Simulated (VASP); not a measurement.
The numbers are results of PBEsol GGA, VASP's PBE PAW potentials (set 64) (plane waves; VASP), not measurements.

A VASP calculation is set up with these files.

**INCAR**
```
SYSTEM = MgI2
PREC = Accurate; ENCUT = 400; LREAL = .FALSE.
LASPH = .TRUE.; ICHARG = 11
EDIFF = 1E-7; NELM = 100; ALGO = Normal
LMAXMIX = 4
ISMEAR = 0; SIGMA = 0.05
GGA = PS
LWAVE = .FALSE.; LCHARG = .FALSE.; LORBIT = 11
```

POSCAR:
```
MgI2
1
    2.0640070650    -3.5749646849     0.0000000000
    2.0640070650     3.5749646849     0.0000000000
   -0.0000000000     0.0000000000     6.9999352948
Mg I
1 2
Direct
  0.0000000000   0.0000000000   1.0000000000
  0.3333330000   0.6666670000   0.2382637304
  0.6666670000   0.3333330000   0.7617362696
```

File KPOINTS:
```
k-points along high-symmetry lines
10
Line-mode
Reciprocal
  0.000000   0.000000   0.000000 ! GAMMA
  0.500000   0.000000   0.000000 ! M

  0.500000   0.000000   0.000000 ! M
  0.333333   0.333333   0.000000 ! K

  0.333333   0.333333   0.000000 ! K
  0.000000   0.000000   0.000000 ! GAMMA

  0.000000   0.000000   0.000000 ! GAMMA
  0.000000   0.000000   0.500000 ! A

  0.000000   0.000000   0.500000 ! A
  0.500000   0.000000   0.500000 ! L

  0.500000   0.000000   0.500000 ! L
  0.333333   0.333333   0.500000 ! H

  0.333333   0.333333   0.500000 ! H
  0.000000   0.000000   0.500000 ! A

  0.500000   0.000000   0.500000 ! L
  0.500000   0.000000   0.000000 ! M

  0.333333   0.333333   0.500000 ! H
  0.333333   0.333333   0.000000 ! K
```

POTCAR, in this order: Mg I (PBE.64 set). Program: vasp_std. Read from the step before: CHGCAR.

The run wrote:

### OUTCAR
```
 ion  position               nearest neighbor table
   1  0.000  0.000  0.000-   2 2.91   3 2.91   3 2.91   2 2.91   3 2.91   2 2.91
   2  0.333  0.667  0.238-   1 2.91   1 2.91   1 2.91
   3  0.667  0.333  0.762-   1 2.91   1 2.91   1 2.91
  LATTYP: Found a hexagonal cell.
 ALAT       =     4.1280137673
 C/A-ratio  =     1.6957151040
 Subroutine PRICEL returns:
 Original cell was already a primitive cell.
 Subroutine GETGRP returns: Found 12 space group operations
The static configuration has the point symmetry D_3d.
The dynamic configuration has the point symmetry D_3d.
 Subroutine INISYM returns: Found 12 space group operations
   k-points           NKPTS =     90   k-points in BZ     NKDIM =     90   number of bands    NBANDS=     12
   number of dos      NEDOS =    301   number of ions     NIONS =      3
   total plane-waves  NPLWV =  37632
   dimension x,y,z NGX =    28 NGY =   28 NGZ =   48
   dimension x,y,z NGXF=    56 NGYF=   56 NGZF=   96
   ions per type =               1   2
   PREC   = accura    normal or accurate (medium, high low for compatibility)
   ISTART =      0    job   : 0-new  1-cont  2-samecut
   ICHARG =     11    charge: 1-file 2-atom 10-const
   ISPIN  =      1    spin polarized calculation?
   LNONCOLLINEAR =      F non collinear calculations
   LSORBIT =      F    spin-orbit coupling
...
```

OSZICAR:
```
       N       E                     dE             d eps       ncg     rms          rms(c)
DAV:   1     0.689635705925E+02    0.68964E+02   -0.50832E+03  2160   0.841E+02
DAV:   2    -0.238387158893E+01   -0.71347E+02   -0.65497E+02  3048   0.139E+02
DAV:   3    -0.766439168346E+01   -0.52805E+01   -0.52523E+01  2676   0.445E+01
DAV:   4    -0.776862573395E+01   -0.10423E+00   -0.10421E+00  2940   0.779E+00
DAV:   5    -0.777010635619E+01   -0.14806E-02   -0.14806E-02  2692   0.901E-01
DAV:   6    -0.777017088554E+01   -0.64529E-04   -0.64529E-04  3188   0.155E-01
DAV:   7    -0.777017215548E+01   -0.12699E-05   -0.12699E-05  2700   0.161E-02
DAV:   8    -0.777017221985E+01   -0.64366E-07   -0.64353E-07  2060   0.289E-03
   1 F= -.77701722E+01 E0= -.77701722E+01  d E =-.730199E-12
```

File OUTCAR:
```
 val. band max:        2.1016514907   @ k =   0.0000   0.0000   0.0000

 cond. band min:       5.6225579436   @ k =   0.5000   0.0000   0.3333



 k-point     1 :       0.0000    0.0000    0.0000
  band No.  band energies     occupation
      1      -9.9831      2.00000
      2      -9.2952      2.00000
      3      -1.4196      2.00000
      4       1.7351      2.00000
      5       1.7351      2.00000
      6       2.0515      2.00000
      7       2.1016      2.00000
      8       2.1017      2.00000
      9       5.7987      0.00000
     10       6.8500      0.00000
     11       8.8328      0.00000
     12       8.8328      0.00000

 k-point     2 :       0.0556    0.0000    0.0000
  band No.  band energies     occupation
      1      -9.9662      2.00000
      2      -9.2857      2.00000
      3      -1.3968      2.00000
      4       1.5860      2.00000
      5       1.6890      2.00000
      6       1.9658      2.00000
      7       2.0471      2.00000
      8       2.0993      2.00000
      9       5.9559      0.00000
     10       6.9964      0.00000
     11       8.6010      0.00000
     12       8.8892      0.00000

 k-point     3 :       0.1111    0.0000    0.0000
  band No.  band energies     occupation
      1      -9.9166      2.00000
      2      -9.2583      2.00000
      3      -1.3305      2.00000
      4       1.2005      2.00000
      5       1.5716      2.00000
      6       1.6301      2.00000
      7       2.0249      2.00000
      8       2.0804      2.00000
      9       6.3300      0.00000
     10       7.3377      0.00000
     11       8.2638      0.00000
     12       9.0403      0.00000

 k-point     4 :       0.1667    0.0000    0.0000
  band No.  band energies     occupation
      1      -9.8375      2.00000
      2      -9.2166      2.00000
      3      -1.2276      2.00000
      4       0.6975      2.00000
      5       1.2080      2.00000
      6       1.4175      2.00000
      7       1.9782      2.00000
...
```

The density is held fixed in this step, so its total energy and stress have no physical meaning. Without a dispersion term in the relaxation, distances and binding between the weakly bound layers, chains or molecules are unreliable, and so is what depends on them. Unless said otherwise, spin-orbit coupling is left out, though it shifts the bands of the heavy elements here.

The compound is MgI2 in the 1T layered structure. It was relaxed first.
